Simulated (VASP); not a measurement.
All values below come from PBEsol GGA, VASP's PBE PAW potentials (set 64) (plane waves; VASP 6.6.1).

Input for VASP

### KPOINTS
```
k-points along high-symmetry lines
10
Line-mode
Reciprocal
  0.000000   0.000000   0.000000 ! GAMMA
 -0.000000   0.500000   0.000000 ! M

 -0.000000   0.500000   0.000000 ! M
 -0.333333   0.666667   0.000000 ! K

 -0.333333   0.666667   0.000000 ! K
  0.000000   0.000000   0.000000 ! GAMMA

  0.000000   0.000000   0.000000 ! GAMMA
  0.000000   0.000000   0.500000 ! A

  0.000000   0.000000   0.500000 ! A
 -0.000000   0.500000   0.500000 ! L

 -0.000000   0.500000   0.500000 ! L
 -0.333333   0.666667   0.500000 ! H

 -0.333333   0.666667   0.500000 ! H
  0.000000   0.000000   0.500000 ! A

 -0.000000   0.500000   0.500000 ! L
 -0.000000   0.500000   0.000000 ! M

 -0.333333   0.666667   0.500000 ! H
 -0.333333   0.666667   0.000000 ! K
```

INCAR:
```
SYSTEM = BN
PREC = Accurate
ENCUT = 520
EDIFF = 1E-7
NELM = 100
ALGO = Normal
LREAL = .FALSE.
LASPH = .TRUE.
ISMEAR = 0
SIGMA = 0.05
GGA = PS
LWAVE = .FALSE.
LCHARG = .FALSE.
LORBIT = 11
ICHARG = 11
```

POSCAR:
```
BN
1
    1.2712230378    -2.2018231076     0.0000000000
    1.2712230378     2.2018231076     0.0000000000
    0.0000000000     0.0000000000     4.2050197319
B N
2 2
Direct
  0.6666670000   0.3333330000   0.5002486094
  0.3333330000   0.6666670000   0.0002486094
  0.6666670000   0.3333330000   0.8747513906
  0.3333330000   0.6666670000   0.3747513906
```

POTCAR, in this order: B N (PBE.64 set). Program: vasp_std. Read from the step before: CHGCAR.

The resulting files:

File OSZICAR:
```
       N       E                     dE             d eps       ncg     rms          rms(c)
DAV:   1     0.480835499823E+02    0.48084E+02   -0.86041E+03  2160   0.129E+03
DAV:   2    -0.324744187585E+02   -0.80558E+02   -0.74697E+02  3040   0.262E+02
DAV:   3    -0.349372572850E+02   -0.24628E+01   -0.24507E+01  2832   0.448E+01
DAV:   4    -0.349531751517E+02   -0.15918E-01   -0.15886E-01  2636   0.354E+00
DAV:   5    -0.349534046112E+02   -0.22946E-03   -0.22937E-03  2728   0.347E-01
DAV:   6    -0.349534111155E+02   -0.65042E-05   -0.65031E-05  2644   0.432E-02
DAV:   7    -0.349534113653E+02   -0.24986E-06   -0.24987E-06  2560   0.699E-03
DAV:   8    -0.349534113758E+02   -0.10444E-07   -0.10410E-07  2088   0.118E-03
   1 F= -.34953411E+02 E0= -.34953411E+02  d E =-.958607E-12
```

OUTCAR:
```
 val. band max:        7.5687880401   @ k =   0.0000   0.0000   0.0000

 cond. band min:      12.5206847997   @ k =  -0.3333   0.6667   0.0000



 k-point     1 :       0.0000    0.0000    0.0000
  band No.  band energies     occupation
      1     -12.9061      2.00000
      2      -8.6834      2.00000
      3      -3.4804      2.00000
      4       5.4237      2.00000
      5       5.4238      2.00000
      6       7.2899      2.00000
      7       7.5687      2.00000
      8       7.5688      2.00000
      9      15.8914      0.00000
     10      15.8914      0.00000
     11      16.1340      0.00000
     12      17.0918      0.00000

 k-point     2 :       0.0000    0.0556    0.0000
  band No.  band energies     occupation
      1     -12.8383      2.00000
      2      -8.6310      2.00000
      3      -3.4132      2.00000
      4       5.1013      2.00000
      5       5.2907      2.00000
      6       7.2183      2.00000
      7       7.3088      2.00000
      8       7.4976      2.00000
      9      15.7482      0.00000
     10      16.0321      0.00000
     11      16.2809      0.00000
     12      17.3126      0.00000

 k-point     3 :       0.0000    0.1111    0.0000
  band No.  band energies     occupation
      1     -12.6356      2.00000
      2      -8.4763      2.00000
      3      -3.2125      2.00000
      4       4.2368      2.00000
      5       4.9379      2.00000
      6       6.5852      2.00000
      7       7.0223      2.00000
      8       7.2897      2.00000
      9      15.4917      0.00000
     10      16.4137      0.00000
     11      16.5231      0.00000
     12      17.9083      0.00000

 k-point     4 :       0.0000    0.1667    0.0000
  band No.  band energies     occupation
      1     -12.3008      2.00000
      2      -8.2295      2.00000
      3      -2.8820      2.00000
      4       3.0430      2.00000
      5       4.4626      2.00000
      6       5.5688      2.00000
      7       6.6858      2.00000
...
```

The density is held fixed in this step, so its total energy and stress have no physical meaning.

The compound is BN in the wurtzite structure, a metastable high-pressure form. It was relaxed first.
